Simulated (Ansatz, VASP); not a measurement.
# BeGa2 in two plane-wave programs, part 2 of 2

Wanted: the spread between two codes on one cell, functional and k mesh. The cell is generated by rule, not measured, and may not be a known phase. The cell is taken from a series of runs on this material, whose earlier steps may have relaxed, scaled, displaced or heated it; both programs get it as it stands.

VASP 6.6.1 and Ansatz 0.2.0.

So far: The structure; VASP: zone-centre phonons, LDA.

The structure was built from a prototype and need not be the compound's stable phase.

## (3) Ansatz: zone-centre phonons, LDA

Level of this step: Ansatz beside VASP: Kohn-Sham DFT, plane waves, LDA (Ansatz).

Ansatz runs on norm-conserving files, of PseudoDojo where its log says so.

The same cell, functional (in two slightly different forms), mesh and smearing now go to Ansatz, which takes its cutoff from its data sets.

Input file input.yaml:

```yaml
crystal:
  lattice:
    - [4.4085804018, -3.75e-06, 0.0]
    - [-2.2042869533, 3.8179444975, 0.0]
    - [0.0, 0.0, 2.5559013397]
  atoms:
    - { symbol: Be, position: [0.0, 0.0, 0.0] }
    - { symbol: Ga, position: [0.3333333333, 0.6666666667, 0.5] }
    - { symbol: Ga, position: [0.6666666667, 0.3333333333, 0.5] }
kpoints:
  mp_grid: { grid: [12, 12, 16] }
hamiltonian:
  xc: lda
  pseudopotentials: { kind: nc }
scf:
  occupations: { method: methfessel_paxton, width: 0.2 }
output:
  eigenvalues: true
phonons:
  method: dfpt
  qmesh: [2, 2, 2]
  temperatures: { t_max: 1000, t_step: 50 }
  qpath:
    path:
      - [[0.0, 0.0, 0.0], [0.5, 0.0, 0.0], [0.33333333, 0.33333333, 0.0], [0.0, 0.0, 0.0], [0.0, 0.0, 0.5], [0.5, 0.0, 0.5], [0.33333333, 0.33333333, 0.5], [0.0, 0.0, 0.5]]
      - [[0.5, 0.0, 0.5], [0.5, 0.0, 0.0]]
      - [[0.33333333, 0.33333333, 0.5], [0.33333333, 0.33333333, 0.0]]
    npoints: 10
```

Started as:

```sh
$ ansatz run input.yaml --threads 8 --pin off --max-ram 14336MiB --backend cpu --events-out ev --progress --plain --runs-dir out
```

Output:

```text
Warning: phonons: the dynamical matrix that this run interpolates holds no multipole term above the dipole-dipole one, and a site of this crystal is no centre of inversion, so its interpolated transverse optical and acoustic branches and sound speeds can stay off near Gamma, and the density of states and the thermodynamics with them. What a run solves at a wave vector of phonons.qpoints, Gamma apart, where the deck admits one, is free of this, and under fd what a larger phonons.supercell samples
Engine: ansatz 0.2.0, aarch64-unknown-linux-gnu
Pseudopotentials: kind: nc
Pseudopotential: Be, nc, valence charge 4, recommended cutoff 1197.300995 eV (normal), Be.nc.azcp (PseudoDojo's, or run here from an input of PseudoDojo's: the run reads no file of this project's for it)
Pseudopotential: Ga, nc, valence charge 13, recommended cutoff 1088.45545 eV (normal), Ga.nc.azcp (PseudoDojo's, or run here from an input of PseudoDojo's: the run reads no file of this project's for it)
Functional definition: SPW92
  exchange = slater_x
  correlation = pw_c
Crystal: 3 atoms, lattice volume = 43.020 Å³
Basis set: ecut = 1197.300995 eV, 4011 PW (Γ), exchange–correlation on 100×100×60 points (8 copies of the dense FFT grid, shifted against one another)
Bands: 19, of which v1, the nominal top of the filled ones, is band 15 counted from 1 (14 counted from 0)
Symmetry: 24 space group operations
k-points: 171 of 2304
Non-local potential: Be, projectors of the file, l = 0: 2, l = 1: 2
Non-local potential: Ga, projectors of the file, l = 0: 2, l = 1: 2, l = 2: 2
Initial density: superposition of atomic densities (chi_scale 0.1, normalization cell, long waves kept (reshape's long-wave potential 0.00 eV rms))
Initial wavefunctions: pseudopotential atomic-orbital guess
Functional: x = slater, c = lda
SCF iter   1: F=—  HF=-4531.214599 eV  |F-HF|=—  |Δ(HF+E_count)|=         —  Δρ=3.30e-2  dr2=4.00e-1  ethr=3.10e-3  ⟨swp⟩=5.8  Hψ=15821  notcnv=0
preconditioner: auto → none  [metal: Δε(μ)=0.027 eV  Ē_g=14.952 eV  σ=0.200 eV  W_gap=0.12  n_scr=8 (ndim 8)  ℏωp=30.0 eV  f_vac=0.000  D(μ)=0.82/eV (n_scr^D=6)  sad-step TF]
SCF iter   2: F=—  HF=-4531.091993 eV  |F-HF|=—  |Δ(HF+E_count)|=   1.23e-1  S|Δr|=    0.00e0  Δρ=1.69e-2  dr2=1.14e-1  ethr=1.33e-3  ⟨swp⟩=1.1  Hψ=4627  notcnv=0
SCF iter   3: F=—  HF=-4531.054604 eV  |F-HF|=—  |Δ(HF+E_count)|=   3.74e-2  S|Δr|=    0.00e0  Δρ=2.90e-3  dr2=1.47e-3  ethr=3.80e-4  ⟨swp⟩=2.1  Hψ=5608  notcnv=0  defer=6
SCF iter   4: F=—  HF=-4531.054561 eV  |F-HF|=—  |Δ(HF+E_count)|=   4.31e-5  S|Δr|=    0.00e0  Δρ=8.45e-4  dr2=9.25e-4  ethr=4.91e-6  ⟨swp⟩=2.5  Hψ=5771  notcnv=0  defer=4
SCF iter   5: F=—  HF=-4531.054250 eV  |F-HF|=—  |Δ(HF+E_count)|=   3.11e-4  S|Δr|=    0.00e0  Δρ=2.58e-4  dr2=9.72e-6  ethr=3.08e-6  ⟨swp⟩=2.0  Hψ=3814  notcnv=0  defer=5
SCF iter   6: F=—  HF=-4531.054262 eV  |F-HF|=—  |Δ(HF+E_count)|=   1.19e-5  S|Δr|=    0.00e0  Δρ=5.49e-5  dr2=3.72e-7  ethr=3.24e-8  ⟨swp⟩=2.1  Hψ=5297  notcnv=0  defer=5
SCF iter   7: F=—  HF=-4531.054197 eV  |F-HF|=—  |Δ(HF+E_count)|=   6.45e-5  S|Δr|=    0.00e0  Δρ=7.10e-6  dr2=5.27e-9  ethr=1.24e-9  ⟨swp⟩=2.0  Hψ=5402  notcnv=0  defer=9
SCF iter   8: F=—  HF=-4531.054197 eV  |F-HF|=—  |Δ(HF+E_count)|=   2.32e-9  S|Δr|=    0.00e0  Δρ=4.91e-7  dr2=4.43e-11  ethr=1.76e-11  ⟨swp⟩=2.0  Hψ=5259  notcnv=0  defer=9
SCF iter   9: F=-4531.054197 eV  HF=-4531.054197 eV  |F-HF|=1.82e-12  |Δ(HF+E_count)|=  2.36e-11  S|Δr|=    0.00e0  Δρ=3.55e-8  dr2=2.22e-13  ethr=1.00e-12  ⟨swp⟩=6.7  Hψ=17120  notcnv=0
SCF 1 converged in 9 iterations: F = -4531.054197 eV  dr2 = 2.22e-13
Initial density: read from a saved state, or passed on in memory by an earlier SCF of this step, an earlier step, the calling program or the single point that the run made first
iter 1 solved again at ethr=7.86e-8 eV; its pass at ethr=3.10e-3 eV (dr2=2.36e-5 eV) is discarded
SCF iter   1: F=—  HF=-4531.054257 eV  |F-HF|=—  |Δ(HF+E_count)|=         —  Δρ=4.24e-7  dr2=1.74e-11  ethr=7.86e-8  ⟨swp⟩=3.0  Hψ=25779  notcnv=0
eigensolver tolerance schedule: the retry pair's looser diagonalisation over-reported the residual by 1353539.96 of it (diagonalisation noise at an unbounded share of the residual, at the tolerance the schedule requests for it); recorded, not acted on — ethr = c·dr2/N_el stays at c = 1.0e-1
preconditioner: auto → none  [metal: Δε(μ)=0.055 eV  Ē_g=15.640 eV  σ=0.200 eV  W_gap=0.23  n_scr=8 (ndim 8)  ℏωp=30.0 eV  f_vac=0.000  D(μ)=0.79/eV (n_scr^D=6)]
SCF iter   2: F=—  HF=-4531.054197 eV  |F-HF|=—  |Δ(HF+E_count)|=   5.90e-5  S|Δr|=    0.00e0  Δρ=2.76e-7  dr2=1.31e-11  ethr=1.00e-12  ⟨swp⟩=3.2  Hψ=8511  notcnv=0
SCF iter   3: F=-4531.054197 eV  HF=-4531.054197 eV  |F-HF|=4.55e-12  |Δ(HF+E_count)|=  5.46e-12  S|Δr|=    0.00e0  Δρ=1.63e-7  dr2=3.96e-12  ethr=1.00e-12  ⟨swp⟩=2.8  Hψ=8081  notcnv=0
SCF 2 converged in 3 iterations: F = -4531.054197 eV  dr2 = 3.96e-12
phonons: the bands overlap, so this run is a metal and interpolates without the dipole-dipole term. If the crystal is really an insulator or semiconductor, its LO-TO splitting is missing
NSCF: frozen V_eff on 171 k-points
WARN: eigensolver did not converge in 13 slots of this pass, the one above among them; of largest residual over every band (k=155): 1 band(s) unlocked (lowest unlocked band 18, counted from 0; max residual 2.81e-4 eV among the unlocked bands, 2.81e-4 eV over every band); of lowest unlocked band (k=57): band 18
NSCF: frozen V_eff on 666 k-points
DFPT response loops at q = (0, 0, 0) (fractional): preconditioner auto → Kerker (q_TF=auto, 2.569 Å⁻¹) (partly filled bands, converged f_vac=0.000); β = 1.00, the filter's whole step (`scf.mixing.beta` (0.50) is not read by the response loops under this deck's `scf.mixing.preconditioner`; to damp them name `kerker` or `kerker_dos`, under which they read `scf.mixing.beta`, and type it under 1.00, their step now; both keys bind the ground state too); Broyden in place of MSR1
NSCF: frozen V_eff on 1332 k-points
DFPT response loops at q = (0, 0, -0.5) (fractional): mixed as the last ones told, above
NSCF: frozen V_eff on 1332 k-points
DFPT response loops at q = (0, -0.5, 0) (fractional): mixed as the last ones told, above
NSCF: frozen V_eff on 1332 k-points
DFPT response loops at q = (0, -0.5, -0.5) (fractional): mixed as the last ones told, above
SCF converged after 9 iterations
Stability not checked: this state was not tested for a lower state beside it, because cold or Methfessel-Paxton smearing, or corrected tetrahedra, fill the levels in a way that the test cannot read (fill_not_monotonic; see scf.lower_state_search)
Free energy (F): -4531.054197 eV
Harris-Foulkes:  -4531.054197 eV  (|F-HF|=1.82e-12)
Internal energy: -4531.055121 eV  (E = F + TS)
E sigma→0 (E₀):  -4531.054428 eV
Entropy (-TS):   0.000924 eV (0.308 meV/atom)
Fermi energy:    11.370572 eV
--- Per-component energies (eV) ---
  E_band       = -201.362079
  E_kinetic    = 3631.673928
  E_local      = -3123.377178  (includes V_loc(G=0)·N_el)
  E_nonlocal   = -2291.037949
  E_hartree    = 1197.153050
  E_xc         = -1182.715917
  E_vxc        = -812.926950  (∫ρ·V_xc dr)
  E_ewald      = -2762.751055
  E_smearing   = 0.000924  (= −TS)
  E_closure    = 0.000000  (closes the sum)
  Σ components = -4531.054197   (vs F -4531.054197, Δ=0.00e0)
--- Band table (eV; the first three rows and the last of 171) ---
  k-point 0: bands = [... 11 lower, -0.7007, 8.8008, 9.4172, 9.4172, 10.0302, 10.0302, 11.4175, 19.6602]
  k-point 1: bands = [... 11 lower, -0.6132, 8.8748, 9.5150, 9.5150, 10.1178, 10.1178, 11.4605, 18.6610]
  k-point 2: bands = [... 11 lower, -0.3485, 9.0988, 9.8053, 9.8053, 10.3798, 10.3798, 11.5856, 16.7018]
  k-point 170: bands = [... 11 lower, 7.7348, 7.7348, 8.1228, 8.4173, 8.4173, 11.6385, 16.3155, 17.2572]
--- Phonons (Γ-DFPT): 4 representative perturbations + reference (Σ response iterations 12) ---
  ASR residual: 3.541e-5 → 0.000e0 eV/Å²; symmetrization residual: 5.428e-6 eV/Å²
  ASR residual per site (eV/Å²): 1.63e-5 3.54e-5 3.54e-5
  Γ frequencies (cm⁻¹): -58.65 -58.65 -42.99 0.00 0.00 0.00 20.16 192.71 192.71
--- Phonons (arbitrary-q DFPT): 4 irreducible q on the 2×2×2 mesh ---
  q = [0.0000, 0.0000, 0.0000] (star 1, of the zone-centre solve; hermiticity 2.27e-6, symmetrization 3.20e-7): -58.65 -58.65 -42.99 -0.00 -0.00 0.00 20.16 192.71 192.71
  q = [0.0000, 0.0000, -0.5000] (star 1, 4 solved perturbations in 1674 linear systems a pass and spin channel, the states on 666 of 2304 k-point pairs; hermiticity 1.92e-7, symmetrization 9.59e-8, the responses' own estimated error 1.5e-5 eV/Å²): -183.18 -183.18 -49.98 -49.98 119.06 155.05 155.05 197.10 235.33
  q = [0.0000, -0.5000, 0.0000] (star 3, 6 solved perturbations in 3438 linear systems a pass and spin channel, the states on 666 of 2304 k-point pairs; hermiticity 2.03e-7, symmetrization 1.77e-7, the responses' own estimated error 1.9e-5 eV/Å²): -153.44 -117.48 -67.54 -51.19 -35.17 -34.09 99.68 172.92 213.04
  q = [0.0000, -0.5000, -0.5000] (star 3, 6 solved perturbations in 3438 linear systems a pass and spin channel, the states on 666 of 2304 k-point pairs; hermiticity 1.29e-7, symmetrization 9.68e-8, the responses' own estimated error 1.6e-5 eV/Å²): -118.70 -71.74 27.61 83.48 134.56 182.95 185.86 216.16 232.66
  sum rule: each row above includes the acoustic sum rule's correction from the zone centre's row sums; it moved no ω² by more than (0.70 cm⁻¹)²
  mesh force constants: q→R imaginary residual 1.70e-17; ASR residual 3.541e-5 → 0.000e0 eV/Å²; symmetrization residual 7.105e-15 eV/Å²
  interpolated dispersion: 93 rows × 9 modes
  density of states and harmonic sums: on the 16×16×24 q-mesh, interpolated from the force constants of a 2×2×2 supercell (no non-analytic term)
  largest difference from the sums on the solved wave vectors: F 8.98e-2 eV, S 1.36e-4 and C_V 4.76e-5 eV/K
  zero-point energy: 0.048053 eV/cell   skipped modes (ω ≤ 0): 1480, of them read as no rigid motion or as one in doubt: 1477 (3.708e0 modes/cell left out, lowest -183.18 cm⁻¹)   left out of the sums: 4.12e-1 of the cell's modes: C_V's classical limit lies that fraction below 3 k_B per atom; for a crystal, a wire or a layer, F and S can be off by more, and a phonons.interpolated_qmesh denser along its periods is the remedy for the sampling
```

## (4) Differences

Known differences besides the potentials themselves: the two LDA forms differ slightly; VASP's run holds the zone centre alone; the data sets hold 30 valence electrons in Ansatz (on norm-conserving files, of PseudoDojo where its log says so) and 28 in VASP; the cutoff is 1197.3 eV in Ansatz and 600 eV in VASP; VASP's log shows a relativistic correction to its local exchange, Ansatz's none. Total energies have different zeros and are not compared.

Compared:

| quantity | Ansatz | VASP | difference |
| --- | --- | --- | --- |
| optical mode 1 to 2 (imaginary, printed as negative) (cm⁻¹) | -58.6 | -54.7 | -3.9 |
| optical mode 3 (imaginary, printed as negative) (cm⁻¹) | -43.0 | -39.1 | -3.9 |
| optical mode 4 (cm⁻¹) | 20.2 | 23.8 | -3.6 |
| optical mode 5 to 6 (cm⁻¹) | 192.7 | 195.0 | -1.16 % |

Modes are paired by rising frequency, not by their patterns, so a pair may set unlike modes beside each other; they are those without the splitting of longitudinal modes.

## (5) Summary of results

```yaml
r_m_s_difference_of_the_optical_zone_centre_modes_each_program_s_sorted_by_frequency_zone_centre_phonons_lda: 3.4 cm⁻¹
difference_in_optical_mode_5_to_6_zone_centre_phonons_lda: -1.2 %
```

What this shows: The r.m.s. difference of the optical zone-centre modes, each program's sorted by frequency is 3.4 cm⁻¹ (zone-centre phonons, LDA). The data sets hold unlike numbers of valence electrons (30 in Ansatz and 28 in VASP), so part of the differences comes from the potentials. Among the rows given in per cent, the largest difference of the zone-centre phonons, LDA pair is in optical mode 5 to 6, -1.2 %. Such differences can come from data sets, numerical settings and the points named under the comparisons, not from the functional's error against experiment.

[Lines on the potential files, build, host, timing and source positions are cut from VASP's logs without a mark.]

[Logs are printed without paths, hosts, clocks, repeated set-up lines and the standing remarks that a program may print on its own settings, such as how far it seeks lower states.]

[Hosts, paths, dates, database ids (printed as entryN), source tags and the programs' standing remarks are cut or masked in the printed files.]
